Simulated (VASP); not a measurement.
Calculation: LDA (Ceperley-Alder, Perdew-Zunger), VASP's LDA PAW potentials (set 64) (plane waves; VASP).

A VASP calculation is set up with these files.

File POSCAR:
```
BaTiO3
3.8718590
  0.9999998732   0.0000000000   0.0000000000
  0.0000000000   0.9999998732   0.0000000000
  0.0000000000   0.0000000000   0.9999998732
Ba Ti O
1 1 3
Cart
  0.0000000000   0.0000000000   0.0000000000
  0.4999999366   0.4999999366   0.4999999366
  0.4999999366   0.0000000000   0.4999999366
  0.0000000000   0.4999999366   0.4999999366
  0.4999999366   0.4999999366   0.0000000000
```

INCAR:
```
! general
SYSTEM   =  BaTiO3
PREC     =  Accurate
ENCUT    =  520
LREAL    =  .FALSE.
LASPH    =  .TRUE.   ! aspherical one-centre terms

! electronic loop
EDIFF    =  1E-7   ! SCF stop (eV)
NELM     =  100
ALGO     =  Normal   ! blocked Davidson
LMAXMIX  =  4   ! l cut-off of mixed one-centre charges

! smearing
ISMEAR   =  0   ! Gaussian
SIGMA    =  0.05

! ions
ISIF     =  2   ! forces and stress, cell fixed

! output
LWAVE    =  .FALSE.
LCHARG   =  .FALSE.
```

### KPOINTS
```
kpoints
0
gamma
  6 6 6
0 0 0
```

POTCAR, in this order: Ba_sv Ti_sv O (LDA.64 set). Program: vasp_std.

Output

OUTCAR:
```
 ion  position               nearest neighbor table
   1  0.000  0.000  0.000-   3 2.74   4 2.74   5 2.74   3 2.74   4 2.74   4 2.74   5 2.74   4 2.74
                             3 2.74   5 2.74   3 2.74   5 2.74   2 3.35   2 3.35   2 3.35   2 3.35
   2  0.500  0.500  0.500-   3 1.94   4 1.94   5 1.94   5 1.94   3 1.94   4 1.94   1 3.35   1 3.35
                             1 3.35   1 3.35   1 3.35   1 3.35   1 3.35   1 3.35
   3  0.500  0.000  0.500-   2 1.94   2 1.94   1 2.74   1 2.74   1 2.74   1 2.74
   4  0.000  0.500  0.500-   2 1.94   2 1.94   1 2.74   1 2.74   1 2.74   1 2.74
   5  0.500  0.500  0.000-   2 1.94   2 1.94   1 2.74   1 2.74   1 2.74   1 2.74
  LATTYP: Found a simple cubic cell.
 ALAT       =     3.8718585089
 Subroutine PRICEL returns:
 Original cell was already a primitive cell.
 Subroutine GETGRP returns: Found 48 space group operations
The static configuration has the point symmetry O_h .
The dynamic configuration has the point symmetry O_h .
 Subroutine INISYM returns: Found 48 space group operations
 Subroutine IBZKPT returns following result:
 Found     20 irreducible k-points:

 Following reciprocal coordinates:
            Coordinates               Weight
  0.000000  0.000000  0.000000      1.000000
  0.166667  0.000000  0.000000      6.000000
  0.333333  0.000000  0.000000      6.000000
  0.500000  0.000000  0.000000      3.000000
...
```

OSZICAR:
```
       N       E                     dE             d eps       ncg     rms          rms(c)
DAV:   1     0.457818760980E+03    0.45782E+03   -0.21607E+04   960   0.184E+03
DAV:   2    -0.104675722237E+02   -0.46829E+03   -0.45981E+03  1208   0.504E+02
DAV:   3    -0.524525148916E+02   -0.41985E+02   -0.41480E+02  1392   0.147E+02
DAV:   4    -0.542998113056E+02   -0.18473E+01   -0.18465E+01  1392   0.273E+01
DAV:   5    -0.543450256140E+02   -0.45214E-01   -0.45213E-01  1312   0.332E+00    0.259E+01
DAV:   6    -0.441357286071E+02    0.10209E+02   -0.67800E+01  1384   0.812E+01    0.109E+01
DAV:   7    -0.441237749510E+02    0.11954E-01   -0.92544E+00  1184   0.234E+01    0.733E+00
DAV:   8    -0.440373852308E+02    0.86390E-01   -0.13870E+00  1304   0.121E+01    0.215E+00
DAV:   9    -0.440128890188E+02    0.24496E-01   -0.26046E-01  1216   0.472E+00    0.879E-01
DAV:  10    -0.440145947136E+02   -0.17057E-02   -0.13025E-01  1264   0.254E+00    0.817E-01
DAV:  11    -0.440060989295E+02    0.84958E-02   -0.68679E-02  1384   0.184E+00    0.178E-01
DAV:  12    -0.440058088335E+02    0.29010E-03   -0.25176E-03  1216   0.490E-01    0.602E-02
DAV:  13    -0.440057830270E+02    0.25807E-04   -0.75103E-04  1360   0.192E-01    0.301E-02
DAV:  14    -0.440057742021E+02    0.88249E-05   -0.87550E-05  1208   0.670E-02    0.121E-02
DAV:  15    -0.440057736511E+02    0.55092E-06   -0.92323E-06  1368   0.282E-02    0.502E-03
DAV:  16    -0.440057735825E+02    0.68671E-07   -0.41902E-06  1280   0.170E-02    0.348E-03
DAV:  17    -0.440057734045E+02    0.17797E-06   -0.11359E-06  1232   0.113E-02    0.228E-03
DAV:  18    -0.440057733864E+02    0.18053E-07   -0.59727E-08   584   0.238E-03
   1 F= -.44005773E+02 E0= -.44005773E+02  d E =-.797821E-20
```

File OUTCAR:
```
------------------------ aborting loop because EDIFF is reached ----------------------------------------
  FORCE on cell =-STRESS in cart. coord.  units (eV):
  Direction    XX          YY          ZZ          XY          YZ          ZX
  --------------------------------------------------------------------------------------
  Total        4.9130306      4.9130306      4.9130306      0.0000000     -0.0000000      0.0000000
  in kB      135.6130915    135.6130915    135.6130915      0.0000000     -0.0000000      0.0000000
  external PRESSURE =     135.6130915 kB  Pullay stress =       0.0000000 kB
  volume of cell :       58.04
      direct lattice vectors                 reciprocal lattice vectors
     3.871858509  0.000000000  0.000000000     0.258273901  0.000000000  0.000000000
     0.000000000  3.871858509  0.000000000     0.000000000  0.258273901  0.000000000
     0.000000000  0.000000000  3.871858509     0.000000000  0.000000000  0.258273901
 POSITION                                       TOTAL-FORCE (eV/Angst)
 -----------------------------------------------------------------------------------
      0.00000      0.00000      0.00000         0.000000      0.000000      0.000000
      1.93593      1.93593      1.93593         0.000000      0.000000      0.000000
      1.93593      0.00000      1.93593         0.000000      0.000000      0.000000
      0.00000      1.93593      1.93593         0.000000      0.000000      0.000000
      1.93593      1.93593      0.00000         0.000000      0.000000      0.000000
 -----------------------------------------------------------------------------------
    total drift:                                0.000000      0.000000     -0.000000
  FREE ENERGIE OF THE ION-ELECTRON SYSTEM (eV)
  ---------------------------------------------------
  free  energy   TOTEN  =       -44.0057733864 eV

  energy  without entropy=      -44.0057733864  energy(sigma->0) =      -44.00577339
```
(Selected blocks of OUTCAR.)

The compound is BaTiO3 in the cubic perovskite structure, the ideal cubic form; the compound distorts at low or room temperature. This cell is one point of a volume scan, at 0.94 of the reference volume.
